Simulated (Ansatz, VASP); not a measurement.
**CdP: VASP beside Ansatz**

Wanted: the spread between two codes on one cell, functional and k mesh. The cell is invented: As first built, before any earlier steps moved the atoms (in the runner's words): it takes the SnP structure with some of its atoms replaced by other elements, volume scaled by an estimate. It may not be a known or stable phase. The cell is taken from a series of VASP runs on this material, whose earlier steps may have relaxed, scaled or displaced it; both programs get it as it stands.

Main program and level: Ansatz 0.2.0; plane waves, with VASP 6.6.1 beside it; band structure at r2SCAN.

## 1. The starting structure

The structure is cubic, space group Fm-3m (No. 225). Conventional cell: a = 5.690 Å, b = 5.690 Å, c = 5.690 Å, α = 90.00°, β = 90.00°, γ = 90.00°. Cd has 6 P at 2.85 Å nearest. Nearest to P lie 6 Cd at 2.85 Å. As first built, before any earlier steps moved the atoms (in the runner's words): sites of the SnP structure (space group 225) filled with other elements, volume scaled by an estimate. Farther neighbours are not listed.

## 2. Ansatz: band structure, r2SCAN

Ansatz runs on its default PAW (the set named soft_2) files.

A single point gives forces, pressure and levels at one fixed geometry, so differences don't come from the geometry; what else differs is listed under the comparison.

Contents of input.yaml:

```yaml
crystal:
  lattice:
    - [0.0, 2.84501356, 2.84501356]
    - [2.84501356, 0.0, 2.84501356]
    - [2.84501356, 2.84501356, 0.0]
  atoms:
    - { symbol: Cd, position: [0.5, 0.5, 0.5] }
    - { symbol: P, position: [0.0, 0.0, 0.0] }
hamiltonian:
  xc: r2scan
  pseudopotentials: { kind: paw }
kpoints:
  mp_grid: { grid: [7, 7, 7] }
  band_path:
    path:
      - [0.0, 0.0, 0.0]
      - [0.16667, 0.0, 0.16667]
      - [0.33333, 0.0, 0.33333]
      - [0.5, 0.0, 0.5]
      - [0.5, 0.08333, 0.58333]
      - [0.5, 0.18333, 0.68333]
      - [0.5, 0.25, 0.75]
      - [0.45, 0.3, 0.75]
      - [0.40833, 0.34167, 0.75]
      - [0.35, 0.35, 0.7]
      - [0.225, 0.225, 0.45]
      - [0.075, 0.075, 0.15]
      - [0.03333, 0.03333, 0.03333]
      - [0.23333, 0.23333, 0.23333]
      - [0.4, 0.4, 0.4]
      - [0.51667, 0.46667, 0.51667]
      - [0.55833, 0.38333, 0.55833]
      - [0.60833, 0.28333, 0.60833]
      - [0.60833, 0.25, 0.64167]
      - [0.55833, 0.25, 0.69167]
      - [0.51667, 0.25, 0.73333]
      - [0.5, 0.3, 0.7]
      - [0.5, 0.38333, 0.61667]
      - [0.5, 0.48333, 0.51667]
      - [0.475, 0.475, 0.55]
      - [0.425, 0.425, 0.65]
      - [0.38333, 0.38333, 0.73333]
      - [0.59167, 0.18333, 0.59167]
      - [0.55, 0.1, 0.55]
      - [0.5, 0.0, 0.5]
    npoints: 1
scf:
  occupations: { method: gaussian, width: 0.05 }
  n_extra_bands: 7
output:
  forces: true
  stress: true
  eigenvalues: true
  write_density: true
  write_potential: true
  elf: true
  volumetric_format: npy
```

On the command line:

```bash
> ansatz run input.yaml --threads 2 --pin off --max-ram 4608MiB --backend cpu --events-out ev --progress --plain --runs-dir out
```

Numbers of over 12 decimals in the logs are rounded to 6 here.

What it wrote:

```text
scf.n_extra_bands = 7 over 13 filled bands (N_el = 25.0): the run solves 20 bands
Engine: ansatz 0.2.0, aarch64-unknown-linux-gnu
Pseudopotentials: kind: paw
Pseudopotential: Cd, paw, valence charge 20, recommended cutoff 500 eV (meta_gga), Cd.paw.azcp
Pseudopotential: P, paw, valence charge 5, recommended cutoff 500 eV (meta_gga), P.paw.azcp
Functional definition: r2SCAN
  parameter k0 = 0.174
  parameter k1 = 0.065
  parameter a1 = 4.9479
  exchange = r2scan_x(k0 = k0, k1 = k1, a1 = a1)
  correlation = r2scan_c
Crystal: 2 atoms, lattice volume = 46.056 Å³
Basis set: ecut = 500 eV, 1211 PW (Γ), exchange–correlation on 120×120×120 points (64 copies of the dense FFT grid, shifted against one another)
Bands: 20, of which v1, the nominal top of the filled ones, is band 13 counted from 1 (12 counted from 0)
Symmetry: 48 space group operations
Space group: Fm-3m (ITA 225), of the structure as read, at distance tolerance 3.6e-5 Å
k-points: 20 of 343
Non-local potential: Cd, projectors of the file, l = 0: 3, l = 1: 2, l = 2: 2, l = 3: 1
Non-local potential: P, projectors of the file, l = 0: 2, l = 1: 2, l = 2: 2
PAW form: soft (Blöchl's): semilocal exchange-correlation on the pseudo side does not see the compensation charge
PAW frozen core: Cd, regenerated for the run's functional (the file was generated under x = pbe(κ = 0.804, μ = 0.219515), c = pbe(β = 0.066725))
PAW frozen core: P, regenerated for the run's functional (the file was generated under x = pbe(κ = 0.804, μ = 0.219515), c = pbe(β = 0.066725))
PAW one-centre angular grid: Cd, 590 points (default); XC on 160 Gauss nodes
PAW one-centre angular grid: P, 302 points (default); XC on 160 Gauss nodes
Initial density: superposition of atomic densities (neutral atoms: chi_scale 0, normalization atom), corrected by the library's trained network
Initial wavefunctions: pseudopotential atomic-orbital guess
Functional: x = r2scan, c = r2scan; τ floored in thin density (d = 2e-4 eV/Å³)
SCF iter   1: F=—  HF=-9026.769571 eV  |F-HF|=—  |Δ(HF+E_count)|=         —  Δρ=5.74e-3  dr2=7.78e-3  dr2_τ=1.07e-2  ethr=1.77e-3  ⟨swp⟩=5.8  Hψ=1971  notcnv=0  defer=9
preconditioner: auto → Kerker (q_TF=auto, 2.464 Å⁻¹)  [metal: Δε(μ)=0.027 eV  Ē_g=14.965 eV  σ=0.050 eV  W_gap=0.29  n_scr=14 (ndim 8)  ℏωp=22.6 eV  f_vac=0.000  D(μ)=3.63/eV (n_scr^D=50)]
SCF iter   2: F=—  HF=-9026.776218 eV  |F-HF|=—  |Δ(HF+E_count)|=   6.65e-3  Δρ=3.36e-3  dr2=2.33e-3  dr2_τ=4.40e-4  ethr=3.11e-5  ⟨swp⟩=2.6  Hψ=826  notcnv=0  defer=48
SCF iter   3: F=—  HF=-9026.777400 eV  |F-HF|=—  |Δ(HF+E_count)|=   1.18e-3  Δρ=6.42e-4  dr2=1.77e-4  dr2_τ=1.26e-5  ethr=9.33e-6  ⟨swp⟩=1.9  Hψ=392  notcnv=0  defer=48
SCF iter   4: F=—  HF=-9026.777500 eV  |F-HF|=—  |Δ(HF+E_count)|=   9.99e-5  Δρ=1.71e-4  dr2=2.17e-5  dr2_τ=9.39e-7  ethr=7.08e-7  ⟨swp⟩=2.4  Hψ=556  notcnv=0  defer=48
SCF iter   5: F=—  HF=-9026.777501 eV  |F-HF|=—  |Δ(HF+E_count)|=   5.20e-7  Δρ=5.44e-5  dr2=6.70e-7  dr2_τ=1.40e-7  ethr=8.69e-8  ⟨swp⟩=2.2  Hψ=508  notcnv=0  defer=48
SCF iter   6: F=-9026.777501 eV  HF=-9026.777501 eV  |F-HF|=9.54e-9  |Δ(HF+E_count)|=   1.49e-7  Δρ=7.25e-6  dr2=3.62e-8  dr2_τ=1.72e-9  ethr=4.00e-10  ⟨swp⟩=13.6  Hψ=2797  notcnv=0
SCF 1 converged in 6 iterations: F = -9026.777501 eV  dr2 = 3.62e-8
  greatest PAW one-centre occupation: 1.001 electrons in one spin orbital (limit 2), on the Cd atom at site 0 (counted from 0), in its partial waves of l = 1
NSCF: frozen V_eff on 30 k-points
SCF converged after 6 iterations
Free energy (F): -9026.777501 eV
Harris-Foulkes:  -9026.777501 eV  (|F-HF|=9.54e-9)
Internal energy: -9026.772951 eV  (E = F + TS)
E sigma→0 (E₀):  -9026.775226 eV
Entropy (-TS):   -0.004550 eV (-2.275 meV/atom)
Fermi energy:    8.421772 eV
--- Per-component energies (eV) ---
  E_band       = -503.452413
  E_kinetic    = 570.391502
  E_local      = -3748.195115  (includes V_loc(G=0)·N_el)
  E_nonlocal   = 67.423561
  E_hartree    = 1731.401205
  E_xc         = -224.336437
  E_vxc        = -307.484870  (∫ρ·V_xc dr)
  E_paw        = -4681.425097  (= ΣΔE_a)
  E_vpaw       = -568.474130  (= ΣTr[D̂ρ^β])
  E_aug_tail   = 0.000006  (compensation charges beyond the density's cutoff)
  E_vtau       = 20.074102  (kinetic-family band-sum trace: ∫τ·v_τ [+ j·A + Jᵃ·Aᵃ] dr)
  E_ewald      = -2741.376963
  E_core_change = -0.655613  (= ΣΔE_core)
  E_smearing   = -0.004550  (= −TS)
  E_closure    = 0.000000  (closes the sum)
  Σ components = -9026.777501   (vs F -9026.777501, Δ=0.00e0)
--- Forces (eV/Å), atoms counted from 1 ---
  atom   1  Cd     0.00000000     0.00000000     0.00000000
  atom   2  P     -0.00000000     0.00000000    -0.00000000
  max |Σ_I F_I| component: 1.33e-28 eV/Å
--- Stress (GPa, compression-positive) ---
       -7.734050      -0.000000      -0.000000
        0.000000      -7.734050      -0.000000
       -0.000000       0.000000      -7.734050
  P = ⅓ Tr σ = -7.7340 GPa (-77.340 kbar)
--- Band table (eV; the first three rows and the last of 20) ---
  k-point 0: bands = [... 9 lower, 0.0595, 8.6495, 8.6495, 8.6495, 10.5507, 16.9918, 16.9918, 16.9918, ... 3 higher]
  k-point 1: bands = [... 9 lower, 0.0843, 7.1640, 8.7372, 8.7372, 11.8368, 15.8845, 16.5926, 16.5926, ... 3 higher]
  k-point 2: bands = [... 9 lower, 0.1474, 5.2241, 8.9656, 8.9656, 12.6595, 14.9879, 14.9879, 15.3280, ... 3 higher]
  k-point 19: bands = [... 9 lower, 1.2234, 5.1361, 5.5478, 6.8689, 11.7930, 14.9591, 16.2077, 16.7881, ... 3 higher]
```

The job ended after 2.5 s (2 threads of Arm Neoverse V2, shared host; peak memory 0.41 GiB; 4.3 s of CPU time).

The column dr2 measures how far the density is from self-consistency, as an energy; F and HF (Harris–Foulkes) agree once it is small.

## 3. VASP: band structure, r2SCAN

The same cell, functional, mesh and smearing now go to VASP, with its own data sets and cutoff.

Lines of VASP's logs that name or quote its potential files are left out, and so is its time.

Contents of INCAR:

```
SYSTEM = CdP
PREC = Accurate
ENCUT = 400
EDIFF = 1E-06
NELM = 100
ISMEAR = 0
SIGMA = 0.05
LREAL = .FALSE.
ALGO = Normal
METAGGA = R2SCAN
LASPH = .TRUE.
LORBIT = 11
LWAVE = .FALSE.
LCHARG = .FALSE.
```

Contents of POSCAR:

```
CdP
1.0
    0.0000000000      2.8450135600      2.8450135600
    2.8450135600      0.0000000000      2.8450135600
    2.8450135600      2.8450135600      0.0000000000
Cd P
1 1
Direct
    0.5000000000      0.5000000000      0.5000000000
    0.0000000000      0.0000000000      0.0000000000
```

Contents of KPOINTS:

```
Automatic mesh
0
Gamma
7 7 7
0 0 0
```

Contents of KPOINTS_OPT:

```
Line mode
16
Line-mode
Reciprocal
  0.00000000   0.00000000   0.00000000 GAMMA
  0.50000000   0.00000000   0.50000000 X

  0.50000000   0.00000000   0.50000000 X
  0.50000000   0.25000000   0.75000000 W

  0.50000000   0.25000000   0.75000000 W
  0.37500000   0.37500000   0.75000000 K

  0.37500000   0.37500000   0.75000000 K
  0.00000000   0.00000000   0.00000000 GAMMA

  0.00000000   0.00000000   0.00000000 GAMMA
  0.50000000   0.50000000   0.50000000 L

  0.50000000   0.50000000   0.50000000 L
  0.62500000   0.25000000   0.62500000 U

  0.62500000   0.25000000   0.62500000 U
  0.50000000   0.25000000   0.75000000 W

  0.50000000   0.25000000   0.75000000 W
  0.50000000   0.50000000   0.50000000 L

  0.50000000   0.50000000   0.50000000 L
  0.37500000   0.37500000   0.75000000 K

  0.62500000   0.25000000   0.62500000 U
  0.50000000   0.00000000   0.50000000 X
```

The projector-augmented-wave data sets are Cd and P (PBE family, release 64).

On the command line:

```bash
> mpirun -np 1 vasp_std
```

What it wrote:

```text
[banner, memory and clock lines left out]
running    1 mpi-ranks, on    1 nodes
 distrk:  each k-point on    1 cores,    1 groups
 distr:  one band on    1 cores,    1 groups

 POSCAR found type information on POSCAR CdP
 POSCAR found :  2 types and       2 ions
|                                                                             |
|               ----> ADVICE to this user running VASP <----                  |
|                                                                             |
|     You enforced a specific xc type in the INCAR file but a different       |
|     [... a line on the potential file left out ...]
|     I HOPE YOU KNOW WHAT YOU ARE DOING!                                     |
|                                                                             |

 LDA part: xc-table for (None), standard interpolation
 POSCAR, INCAR and KPOINTS ok, starting setup
 FFT: planning ... GRIDC
 FFT: planning ... GRID_SOFT
 FFT: planning ... GRID
 WAVECAR not read
 entering main loop
       N       E                     dE             d eps       ncg     rms          rms(c)
DAV:   1     0.498893317426E+02    0.49889E+02   -0.69387E+03   480   0.101E+03
DAV:   2    -0.302813600531E+02   -0.80171E+02   -0.76146E+02   540   0.267E+02
DAV:   3    -0.331582134219E+02   -0.28769E+01   -0.28618E+01   584   0.513E+01
DAV:   4    -0.331736902453E+02   -0.15477E-01   -0.15472E-01   540   0.368E+00
DAV:   5    -0.331738358397E+02   -0.14559E-03   -0.14559E-03   592   0.335E-01    0.448E+00
DAV:   6    -0.284831900463E+02    0.46906E+01   -0.36638E+00   484   0.302E+01    0.649E+00
DAV:   7    -0.284578571452E+02    0.25333E-01   -0.15001E-01   556   0.523E+00    0.399E+00
DAV:   8    -0.284739165992E+02   -0.16059E-01   -0.72515E-02   512   0.398E+00    0.629E-01
DAV:   9    -0.284773895821E+02   -0.34730E-02   -0.71959E-03   552   0.913E-01    0.327E-01
DAV:  10    -0.284772217820E+02    0.16780E-03   -0.14721E-03   520   0.512E-01    0.616E-02
DAV:  11    -0.284772573230E+02   -0.35541E-04   -0.22744E-04   516   0.135E-01    0.513E-02
DAV:  12    -0.284772494554E+02    0.78676E-05   -0.40954E-05   572   0.964E-02    0.170E-02
DAV:  13    -0.284772504589E+02   -0.10035E-05   -0.97049E-06   548   0.397E-02    0.382E-03
DAV:  14    -0.284772497286E+02    0.73023E-06   -0.11123E-06   292   0.183E-02
   1 F= -.28477250E+02 E0= -.28475013E+02  d E =-.447294E-02
 Start KPOINTS_OPT (optional k-point list driver)
k-point batch [1-20\160]
       N       E                     dE             ncg
DAV:   1     0.257604041314E+03   -0.60670E+04      488
DAV:   2    -0.131939694694E+04   -0.15770E+04      528
DAV:   3    -0.137102037892E+04   -0.51623E+02      556
DAV:   4    -0.137128174533E+04   -0.26137E+00      584
DAV:   5    -0.137128387559E+04   -0.21303E-02      608
DAV:   6    -0.137128389841E+04   -0.22815E-04      604
DAV:   7    -0.137128389872E+04   -0.31389E-06      440
[...]
k-point batch [141-160\160]
       N       E                     dE             ncg
DAV:   1     0.136552446012E+03   -0.10653E+05      488
DAV:   2    -0.139761702340E+04   -0.15342E+04      552
DAV:   3    -0.144537589466E+04   -0.47759E+02      540
DAV:   4    -0.144556352347E+04   -0.18763E+00      616
DAV:   5    -0.144556512604E+04   -0.16026E-02      596
DAV:   6    -0.144556514632E+04   -0.20279E-04      620
DAV:   7    -0.144556514660E+04   -0.27792E-06      452
```

Parts of OUTCAR (step 3):

```text
ion  position               nearest neighbor table
   1  0.500  0.500  0.500-   2 2.85   2 2.85   2 2.85   2 2.85   2 2.85   2 2.85
   2  0.000  0.000  0.000-   1 2.85   1 2.85   1 2.85   1 2.85   1 2.85   1 2.85

  LATTYP: Found a face centered cubic cell.
 ALAT       =     5.6900271200

 Subroutine GETGRP returns: Found 48 space group operations
 (whereof 48 operations were pure point group operations)

The static configuration has the point symmetry O_h .

 Found     20 irreducible k-points:

   k-points           NKPTS =     20   k-points in BZ     NKDIM =     20   number of bands    NBANDS=     12

   dimension x,y,z NGX =    28 NGY =   28 NGZ =   28
   dimension x,y,z NGXF=    56 NGYF=   56 NGZF=   56

   ENCUT  =  400.0 eV  29.40 Ry    5.42 a.u.   6.56  6.56  6.56*2*pi/ulx,y,z

   NELECT =      17.0000    total number of electrons

 k-points in reciprocal lattice and weights: Automatic mesh
   0.00000000  0.00000000  0.00000000       0.003
   0.14285714  0.00000000  0.00000000       0.023
   0.28571429  0.00000000  0.00000000       0.023
   0.42857143  0.00000000  0.00000000       0.023
   0.14285714  0.14285714  0.00000000       0.017
   0.28571429  0.14285714  0.00000000       0.070
   0.42857143  0.14285714  0.00000000       0.070
  -0.42857143  0.14285714  0.00000000       0.070
  -0.28571429  0.14285714  0.00000000       0.070
[...]
-0.42857143  0.42857143  0.14285714       0.070
  -0.28571429  0.42857143  0.14285714       0.070

 average (electrostatic) potential at core
       1 -44.2608       2 -88.6373

 E-fermi :   2.4848

 k-point     1 :       0.0000    0.0000    0.0000
  band No.  band energies     occupation
    ...
      2      -5.8753      2.00000
      3      -5.8753      2.00000
      4      -5.8401      2.00000
      5      -5.8400      2.00000
      6      -5.8400      2.00000
      7       2.7266      0.00000
      8       2.7266      0.00000
      9       2.7266      0.00000
     10       4.5918      0.00000
     11      11.0939      0.00000
    ...

 k-point     2 :       0.1429    0.0000    0.0000
  band No.  band energies     occupation
    ...
      3      -5.9087      2.00000
      4      -5.8488      2.00000
      5      -5.8151      2.00000
      6      -5.8151      2.00000
      7       1.2293      2.00000
      8       2.8111      0.00000
      9       2.8111      0.00000
     10       5.8840      0.00000
     11       9.9947      0.00000
     12      10.6865      0.00000

 k-point     3 :       0.2857    0.0000    0.0000
  band No.  band energies     occupation
    ...
      3      -5.9893      2.00000
      4      -5.8797      2.00000
      5      -5.7513      2.00000
      6      -5.7513      2.00000
      7      -0.7162      2.00000
      8       3.0321      0.00000
      9       3.0321      0.00000
     10       6.7200      0.00000
     11       9.0697      0.00000
     12       9.0697      0.00000

  Total       -2.2893857     -2.2893857     -2.2893857      0.0000000      0.0000000      0.0000000
  in kB      -79.6428033    -79.6428033    -79.6428033      0.0000000      0.0000000      0.0000000
  external PRESSURE =     -79.6428033 kB  Pullay stress =       0.0000000 kB

  energy-cutoff  :      400.00
  volume of cell :       46.06
      direct lattice vectors                 reciprocal lattice vectors
     0.000000000  2.845013560  2.845013560    -0.175746087  0.175746087  0.175746087
     2.845013560  0.000000000  2.845013560     0.175746087 -0.175746087  0.175746087
     2.845013560  2.845013560  0.000000000     0.175746087  0.175746087 -0.175746087

 POSITION                                       TOTAL-FORCE (eV/Angst)
 -----------------------------------------------------------------------------------
      2.84501      2.84501      2.84501        -0.000000     -0.000000      0.000000
      0.00000      0.00000      0.00000         0.000000      0.000000     -0.000000
 -----------------------------------------------------------------------------------
    total drift:                                0.000000      0.000000      0.000000

  FREE ENERGIE OF THE ION-ELECTRON SYSTEM (eV)
  ---------------------------------------------------
  free  energy   TOTEN  =       -28.4772497286 eV

  energy  without entropy=      -28.4727767845  energy(sigma->0) =      -28.47501326

 total charge
# of ion       s       p       d       tot
------------------------------------------
    1        0.424   0.254   9.529  10.207
    2        1.080   1.322   0.000   2.402
--------------------------------------------------
tot          1.504   1.576   9.529  12.610

[... 3 further parts left out ...]
```

At this level the cell is under a tension of 8.0 GPa, so at these settings it is away from equilibrium.

## 4. Differences

Known differences besides the potentials themselves: VASP keeps PBE cores, Ansatz makes them for the functional; the data sets hold 25 valence electrons in Ansatz (default PAW (the set named soft_2) files) and 17 in VASP; the cutoff is 500 eV in Ansatz and 400 eV in VASP. Total energies have different zeros and are not compared.

Both answers:

| quantity | Ansatz | VASP | difference |
| --- | --- | --- | --- |
| pressure (GPa) | -7.73 | -7.96 | +0.23 |
| pressure without Ansatz's Pulay correction (GPa) | -7.79 | -7.96 | +0.17 |

Levels from 3 eV below to 2 eV above the Fermi level differ by 7 meV r.m.s. and 15 meV at most; each VASP level is matched to the nearest of Ansatz, which flatters the figure a little. Ansatz's pressure holds a Pulay correction of 0.06 GPa; VASP's holds none.

## 5. Results

```
r.m.s. difference of levels near the Fermi level (band structure, r2SCAN) : 6.6 meV
```

What this shows: The r.m.s. difference of levels near the Fermi level is 6.6 meV (band structure, r2SCAN), within the 80 meV picked in this series as the mark of a large difference. Such differences can come from data sets, numerical settings and the points named under the comparisons, not from the functional's error against experiment.

[Lines on the potential files, build, host, timing and source positions are cut from VASP's logs without a mark.]

[Logs are printed without paths, hosts, clocks, repeated set-up lines and the standing remarks that a program may print on its own settings, such as how far it seeks lower states.]

[Hosts, paths, dates, database ids (printed as entryN), source tags and the programs' standing remarks are cut or masked in the printed files.]
